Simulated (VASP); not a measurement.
Method: PBEsol GGA, VASP's PBE PAW potentials (set 64) (plane waves; VASP).

VASP input:

**INCAR**
```
SYSTEM = Tc
PREC = Accurate
ENCUT = 400
EDIFF = 1E-6
NELM = 100
ALGO = Normal
LREAL = .FALSE.
LASPH = .TRUE.
ISMEAR = 1
SIGMA = 0.1
GGA = PS
LMAXMIX = 4
LWAVE = .FALSE.
LCHARG = .FALSE.
IBRION = 2
ISIF = 3
NSW = 60
EDIFFG = -0.01
```

File POSCAR:
```
Tc
1
    0.0000000000     1.9259380000     1.9259380000
    1.9259380000     0.0000000000     1.9259380000
    1.9259380000     1.9259380000     0.0000000000
Tc
1
Direct
  0.0000000000   0.0000000000   0.0000000000
```

**KPOINTS**
```
Automatic mesh
0
Gamma
15 15 15
0 0 0
```

POTCAR, in this order: Tc_pv (PBE.64 set). Program: vasp_std.

The resulting files:

File OUTCAR:
```
 ion  position               nearest neighbor table
   1  0.000  0.000  0.000-
  LATTYP: Found a face centered cubic cell.
 ALAT       =     3.8518760000
 Subroutine PRICEL returns:
 Original cell was already a primitive cell.
 Subroutine GETGRP returns: Found 48 space group operations
The static configuration has the point symmetry O_h .
The dynamic configuration has the point symmetry O_h .
 Subroutine INISYM returns: Found 48 space group operations
 Subroutine IBZKPT returns following result:
 Found    120 irreducible k-points:

 Following reciprocal coordinates:
            Coordinates               Weight
  0.000000  0.000000  0.000000      1.000000
  0.066667  0.000000  0.000000      8.000000
  0.133333  0.000000  0.000000      8.000000
  0.200000  0.000000  0.000000      8.000000
  0.266667  0.000000  0.000000      8.000000
  0.333333  0.000000  0.000000      8.000000
  0.400000  0.000000  0.000000      8.000000
  0.466667  0.000000  0.000000      8.000000
  0.066667  0.066667  0.000000      6.000000
  0.133333  0.066667  0.000000     24.000000
  0.200000  0.066667  0.000000     24.000000
  0.266667  0.066667  0.000000     24.000000
  0.333333  0.066667  0.000000     24.000000
  0.400000  0.066667  0.000000     24.000000
  0.466667  0.066667  0.000000     24.000000
 -0.466667  0.066667  0.000000     24.000000
 -0.400000  0.066667  0.000000     24.000000
 -0.333333  0.066667  0.000000     24.000000
 -0.266667  0.066667  0.000000     24.000000
 -0.200000  0.066667  0.000000     24.000000
 -0.133333  0.066667  0.000000     24.000000
 -0.066667  0.066667  0.000000     12.000000
  0.133333  0.133333  0.000000      6.000000
  0.200000  0.133333  0.000000     24.000000
  0.266667  0.133333  0.000000     24.000000
  0.333333  0.133333  0.000000     24.000000
  0.400000  0.133333  0.000000     24.000000
  0.466667  0.133333  0.000000     24.000000
 -0.466667  0.133333  0.000000     24.000000
 -0.400000  0.133333  0.000000     24.000000
 -0.333333  0.133333  0.000000     24.000000
 -0.266667  0.133333  0.000000     24.000000
 -0.200000  0.133333  0.000000     24.000000
 -0.133333  0.133333  0.000000     12.000000
  0.200000  0.200000  0.000000      6.000000
  0.266667  0.200000  0.000000     24.000000
  0.333333  0.200000  0.000000     24.000000
  0.400000  0.200000  0.000000     24.000000
  0.466667  0.200000  0.000000     24.000000
 -0.466667  0.200000  0.000000     24.000000
   k-points           NKPTS =    120   k-points in BZ     NKDIM =    120   number of bands    NBANDS=     10
   number of dos      NEDOS =    301   number of ions     NIONS =      1
   total plane-waves  NPLWV =   5832
   dimension x,y,z NGX =    18 NGY =   18 NGZ =   18
   dimension x,y,z NGXF=    36 NGYF=   36 NGZF=   36
   ions per type =               1
   PREC   = accura    normal or accurate (medium, high low for compatibility)
   ISTART =      0    job   : 0-new  1-cont  2-samecut
   ICHARG =      2    charge: 1-file 2-atom 10-const
   ISPIN  =      1    spin polarized calculation?
   LNONCOLLINEAR =      F non collinear calculations
   LSORBIT =      F    spin-orbit coupling
   INIWAV =      1    electr: 0-lowe 1-rand  2-diag
   ENCUT  =  400.0 eV  29.40 Ry    5.42 a.u.   4.44  4.44  4.44*2*pi/ulx,y,z
   NELM   =    100;   NELMIN=  2; NELMDL= -5     # of ELM steps
   EDIFF  = 0.1E-05   stopping-criterion for ELM
   LREAL  =      F    real-space projection
   NLSPLINE    = F    spline interpolate recip. space projectors
   LMAXMIX     =    4 max onsite mixed and CHGCAR
   VOSKOWN=      0    Vosko Wilk Nusair interpolation
...
```

File OSZICAR:
```
       N       E                     dE             d eps       ncg     rms          rms(c)
DAV:   1     0.929509273060E+02    0.92951E+02   -0.70932E+03  2498   0.100E+03
DAV:   2    -0.107582033153E+02   -0.10371E+03   -0.10134E+03  2476   0.304E+02
DAV:   3    -0.120457910264E+02   -0.12876E+01   -0.12574E+01  2672   0.416E+01
DAV:   4    -0.120515409855E+02   -0.57500E-02   -0.57497E-02  2582   0.303E+00
DAV:   5    -0.120515864891E+02   -0.45504E-04   -0.45504E-04  2666   0.258E-01    0.178E+01
DAV:   6    -0.112920519485E+02    0.75953E+00   -0.14350E+00  2538   0.160E+01    0.534E+00
DAV:   7    -0.112030044299E+02    0.89048E-01   -0.21982E-01  2662   0.590E+00    0.667E-01
DAV:   8    -0.111965183702E+02    0.64861E-02   -0.50049E-03  2524   0.102E+00    0.164E-01
DAV:   9    -0.111965099797E+02    0.83905E-05   -0.91116E-05  2654   0.119E-01    0.228E-02
DAV:  10    -0.111965151982E+02   -0.52185E-05   -0.60427E-06  2632   0.297E-02    0.503E-03
DAV:  11    -0.111965153210E+02   -0.12277E-06   -0.97488E-08  1386   0.388E-03
   1 F= -.11196515E+02 E0= -.11196599E+02  d E =-.111965E+02
       N       E                     dE             d eps       ncg     rms          rms(c)
DAV:   1    -0.124479782769E+02   -0.12515E+01   -0.33157E+01  2540   0.864E+01    0.143E+01
DAV:   2    -0.111917843505E+02    0.12562E+01   -0.25128E+00  2496   0.234E+01    0.202E+00
DAV:   3    -0.111112661547E+02    0.80518E-01   -0.37174E-01  2578   0.861E+00    0.232E+00
DAV:   4    -0.111313994022E+02   -0.20133E-01   -0.12398E-02  2556   0.122E+00    0.274E-01
DAV:   5    -0.111332058959E+02   -0.18065E-02   -0.22517E-03  2614   0.636E-01    0.401E-02
DAV:   6    -0.111332514715E+02   -0.45576E-04   -0.42411E-05  2618   0.733E-02    0.486E-03
DAV:   7    -0.111332516871E+02   -0.21562E-06   -0.64599E-07  1896   0.942E-03
   2 F= -.11133252E+02 E0= -.11133443E+02  d E =0.632636E-01
       N       E                     dE             d eps       ncg     rms          rms(c)
DAV:   1    -0.119813260446E+02   -0.84807E+00   -0.21080E+01  2530   0.734E+01    0.939E+00
DAV:   2    -0.112201005005E+02    0.76123E+00   -0.17870E+00  2534   0.182E+01    0.142E+00
DAV:   3    -0.111909627748E+02    0.29138E-01   -0.17161E-01  2578   0.565E+00    0.116E+00
DAV:   4    -0.112030588201E+02   -0.12096E-01   -0.10779E-02  2516   0.115E+00    0.102E-01
DAV:   5    -0.112030355026E+02    0.23318E-04   -0.65702E-05  2620   0.915E-02    0.507E-02
DAV:   6    -0.112031072978E+02   -0.71795E-04   -0.31758E-05  2590   0.629E-02    0.479E-03
DAV:   7    -0.112031092479E+02   -0.19501E-05   -0.87772E-07  1900   0.913E-03    0.101E-03
DAV:   8    -0.112031092904E+02   -0.42467E-07   -0.46117E-08  1230   0.223E-03
   3 F= -.11203109E+02 E0= -.11203213E+02  d E =-.659397E-02
       N       E                     dE             d eps       ncg     rms          rms(c)
DAV:   1    -0.112031538409E+02   -0.44593E-04   -0.10483E-03  2532   0.501E-01    0.716E-02
DAV:   2    -0.112031134226E+02    0.40418E-04   -0.89177E-05  2532   0.132E-01    0.987E-03
DAV:   3    -0.112031119820E+02    0.14406E-05   -0.92008E-06  2538   0.416E-02    0.101E-02
DAV:   4    -0.112031131779E+02   -0.11959E-05   -0.45459E-07  1494   0.743E-03    0.330E-04
DAV:   5    -0.112031132360E+02   -0.58088E-07   -0.23574E-08  1206   0.215E-03
   4 F= -.11203113E+02 E0= -.11203218E+02  d E =-.659791E-02
```

**OUTCAR**
```
------------------------ aborting loop because EDIFF is reached ----------------------------------------
  FORCE on cell =-STRESS in cart. coord.  units (eV):
  Direction    XX          YY          ZZ          XY          YZ          ZX
  --------------------------------------------------------------------------------------
  Total       -0.0013993     -0.0013993     -0.0013993     -0.0000000      0.0000000      0.0000000
  in kB       -0.1603194     -0.1603194     -0.1603194     -0.0000000      0.0000000      0.0000000
  external PRESSURE =      -0.1603194 kB  Pullay stress =       0.0000000 kB
  volume of cell :       13.98
      direct lattice vectors                 reciprocal lattice vectors
     0.000000000  1.912186841  1.912186841    -0.261480724  0.261480724  0.261480724
     1.912186841  0.000000000  1.912186841     0.261480724 -0.261480724  0.261480724
     1.912186841  1.912186841  0.000000000     0.261480724  0.261480724 -0.261480724
 POSITION                                       TOTAL-FORCE (eV/Angst)
 -----------------------------------------------------------------------------------
      1.91219      3.82437      1.91219         0.000000      0.000000     -0.000000
 -----------------------------------------------------------------------------------
    total drift:                                0.000000      0.000000      0.000000
  FREE ENERGIE OF THE ION-ELECTRON SYSTEM (eV)
  ---------------------------------------------------
  free  energy   TOTEN  =       -11.2031132360 eV

  energy  without entropy=      -11.2034271039  energy(sigma->0) =      -11.20321786

 reached required accuracy - stopping structural energy minimisation
```
(Selected blocks of OUTCAR.)

**CONTCAR**
```
Tc
   1.00000000000000
     0.0000000000000000    1.9121868412480154    1.9121868412480154
     1.9121868412480154    0.0000000000000000    1.9121868412480154
     1.9121868412480154    1.9121868412480154    0.0000000000000000
  Tc
     1
Direct
     1.0000000000000000    0.0000000000000000    1.0000000000000000
```

Energy and stress use the plane-wave basis of the starting cell.

The structure was generated: Tc was put into the fcc type (Fm-3m), which need not be its known phase. This run relaxes it. Symmetry was kept, so distortions that lower it aren't found.
